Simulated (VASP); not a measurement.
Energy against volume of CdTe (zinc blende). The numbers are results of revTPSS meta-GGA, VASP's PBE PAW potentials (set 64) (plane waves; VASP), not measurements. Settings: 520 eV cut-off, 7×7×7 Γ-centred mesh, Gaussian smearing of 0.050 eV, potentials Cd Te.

| V (Å³/atom) | E (eV/atom) |
|---|---|
| 34.222 | 15.63526 |
| 35.280 | 15.63135 |
| 36.339 | 15.63489 |
| 37.397 | 15.64469 |

### Question
Fit these four points and predict the energy of the run at 33.163 Å³/atom.

### Answer
A cubic in V^(−2/3), the third-order Birch-Murnaghan form, passes through the four points with V0 = 35.28 Å³/atom and B0 = 38 GPa, and gives 15.6480 eV/atom there. The run gave 15.6480 eV/atom, -0.0 meV/atom from the fit; all five points give B0 = 37 GPa.

The compound is CdTe in the zinc blende structure. It was relaxed first.
